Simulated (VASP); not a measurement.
These are r2SCAN meta-GGA, VASP's PBE PAW potentials (set 64) (plane waves; VASP) values and carry that method's errors.

The input files of a VASP run:

### POSCAR
```
MnS
1
   -0.0000000000     2.6062109237     2.6062109237
    2.6062109237    -0.0000000000     2.6062109237
    2.6062109237     2.6062109237     0.0000000000
Mn S
1 1
Direct
  0.0000000000   0.0000000000   0.0000000000
  0.5000000000   0.5000000000   0.5000000000
```

File KPOINTS:
```
Automatic mesh
0
Gamma
11 11 11
0 0 0
```

INCAR:
```
SYSTEM = MnS
PREC = Accurate
ENCUT = 400
EDIFF = 1E-6
NELM = 100
ALGO = Normal
LREAL = .FALSE.
LASPH = .TRUE.
ISMEAR = 1
SIGMA = 0.1
METAGGA = R2SCAN
LMIXTAU = .TRUE.
LMAXMIX = 4
ISPIN = 2
MAGMOM = 4.5 0.1
LORBIT = 10
LWAVE = .FALSE.
LCHARG = .FALSE.
IBRION = 2
ISIF = 3
NSW = 60
EDIFFG = -0.01
```

POTCAR, in this order: Mn_pv S (PBE.64 set). Program: vasp_std.

**Question.** What will the output report for the number of irreducible k-points (NKPTS), number of bands (NBANDS), largest plane-wave count, number of space-group operations, FFT grid (NGX, NGY, NGZ)?

**Answer.** 
| Item | Result |
|---|---|
| number of irreducible k-points (NKPTS) | 56 |
| number of bands (NBANDS) | 15 |
| largest plane-wave count | 655 |
| number of space-group operations | 48 |
| FFT grid (NGX, NGY, NGZ) | 24 × 24 × 24 |

The structure was generated: MnS was put into the rock salt type (Fm-3m), which need not be its known phase. It was relaxed first. The start is the result of an earlier pass.
